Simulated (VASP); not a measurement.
Data:

```yaml
crystal:
  lattice:
    - [0.00000, 2.91394, 2.91394]
    - [2.91394, 0.00000, 2.91394]
    - [11.80918, 11.80918, -0.15344]
  atoms:
    - { symbol: Cd, position: [0.02543, 0.02543, 0.98092] }
    - { symbol: Cd, position: [0.00349, 0.00349, 0.24739] }
    - { symbol: Cd, position: [0.98233, 0.98233, 0.51325] }
    - { symbol: Se, position: [0.25604, 0.25604, 0.05797] }
    - { symbol: Se, position: [0.23483, 0.23483, 0.32387] }
    - { symbol: Se, position: [0.21538, 0.21538, 0.58847] }
    - { symbol: Se, position: [0.27973, 0.27973, 0.79020] }
    - { symbol: Be, position: [0.00277, 0.00277, 0.74792] }
```

Calculation: PBEsol GGA, VASP's PBE PAW potentials (set 64) (plane waves; VASP 6.6.1). Numerical set-up: 400 eV cut-off, Gaussian smearing of 0.050 eV, potentials Cd Se Be.

Task: Give the energies of bands 22 to 35 at the high-symmetry points, in eV from the valence-band maximum.

Result: 
```json
[
 {"band": "22", "Γ": "-3.05", "T": "-1.85", "H2": "-4.28", "L": "-4.41", "S0": "-4.28", "F": "-4.29"},
 {"band": "23", "Γ": "-1.57", "T": "-1.56", "H2": "-4.20", "L": "-4.22", "S0": "-4.21", "F": "-4.21"},
 {"band": "24", "Γ": "-1.57", "T": "-1.56", "H2": "-3.29", "L": "-2.65", "S0": "-3.28", "F": "-2.70"},
 {"band": "25", "Γ": "-0.55", "T": "-1.41", "H2": "-3.05", "L": "-2.55", "S0": "-3.05", "F": "-2.56"},
 {"band": "26", "Γ": "-0.55", "T": "-0.61", "H2": "-2.79", "L": "-2.54", "S0": "-2.80", "F": "-2.53"},
 {"band": "27", "Γ": "-0.43", "T": "-0.61", "H2": "-2.54", "L": "-1.79", "S0": "-2.54", "F": "-2.22"},
 {"band": "28", "Γ": "-0.38", "T": "-0.25", "H2": "-2.04", "L": "-1.71", "S0": "-2.06", "F": "-1.56"},
 {"band": "29", "Γ": "-0.38", "T": "-0.25", "H2": "-1.88", "L": "-1.64", "S0": "-1.88", "F": "-1.37"},
 {"band": "30", "Γ": "0.00", "T": "-0.07", "H2": "-1.75", "L": "-1.07", "S0": "-1.75", "F": "-1.13"},
 {"band": "31", "Γ": "0.00", "T": "-0.07", "H2": "-1.49", "L": "-0.94", "S0": "-1.48", "F": "-0.78"},
 {"band": "32", "Γ": "0.78", "T": "1.62", "H2": "3.42", "L": "2.55", "S0": "3.38", "F": "2.19"},
 {"band": "33", "Γ": "2.27", "T": "1.85", "H2": "3.56", "L": "2.88", "S0": "3.66", "F": "2.48"},
 {"band": "34", "Γ": "2.66", "T": "2.48", "H2": "3.98", "L": "3.22", "S0": "3.87", "F": "3.21"},
 {"band": "35", "Γ": "2.78", "T": "2.87", "H2": "4.33", "L": "3.26", "S0": "4.41", "F": "3.77"}
]
```

The gap is direct, 0.78 eV, from the valence maximum at Γ to the conduction minimum at Γ.

The structure was generated: BeCd3Se4 was put into an ordered model structure (R3m), which need not be its known phase. It was relaxed first.
